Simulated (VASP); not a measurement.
Write the native input for VASP 6.6.1 that does the following.

* Task: relaxation of cell and atoms
* Functional: PBE
* Dispersion: D3(BJ)
* Potentials or basis: VASP PAW PBE potentials, release 64 (W_sv, Se)
* Cutoff: 600 eV
* k mesh: 10 × 10 × 3
* Occupations: gaussian, width 0.02 eV
* Spin: no spin polarisation
* Further INCAR settings: ALGO = Normal; EDIFF = 1e-06; IBRION = 2; EDIFFG = -0.005; NSW = 80; ISIF = 3

The structure of WSe2 lies in POSCAR:

```
WSe2                                    
1.0
    3.2804836435      0.0000000007     -0.0000000000
   -1.6402418705      2.8409821424     -0.0000000000
    0.0000000000      0.0000000000     12.7934348696
  W               Se            
     2     4
Direct
     0.6666666699999979    0.3333333300000021    0.7500000000000000
     0.3333333300000021    0.6666666699999979    0.2500000000000000
     0.3333333300000021    0.6666666699999979    0.8818231090403088
     0.6666666699999979    0.3333333300000021    0.3818231090403089
     0.3333333300000021    0.6666666699999979    0.6181768909596912
     0.6666666699999979    0.3333333300000021    0.1181768909596911
```

The cell is a database's computed one.

One way to write it, as run:

INCAR

```
PREC = Accurate ; ENCUT = 600
EDIFF = 1E-6 ; ISMEAR = 0
SIGMA = 0.02 ; LREAL = F
LASPH = T ; NELM = 120
ALGO = Normal ; ISIF = 3
LWAVE = F ; LCHARG = F
GGA = PE ; IVDW = 12
IBRION = 2 ; NSW = 80
EDIFFG = -0.005 ; KPAR = 4
```

KPOINTS

```
Automatic mesh
0
Gamma
  10 10 3
```

Potentials or basis: VASP PAW PBE potentials, release 64 (W_sv, Se).

Launch:

```sh
$ cat potpaw_PBE.64/W_sv/POTCAR potpaw_PBE.64/Se/POTCAR > POTCAR
$ mpirun -np 4 vasp_std > vasp.out
```

It gave:

```yaml
Pressure_after_relaxing: 0.0 GPa
Band_gap_on_the_k_mesh: 0.91 eV, indirect (least direct gap 1.80 eV)
Dispersion_energy_per_atom: -0.475 eV
```

Caveat: the relaxation stopped at its first step, so nothing moved; spin-orbit coupling is left out, which moves the levels of the heavy elements; an odd mesh through Γ misses points on the zone boundary, where band edges often lie.

Run time: 33 s on 4 MPI ranks on Intel(R) Xeon(R) Platinum 8488C (Sapphire Rapids), on a shared host, peak memory 0.34 GiB a rank.
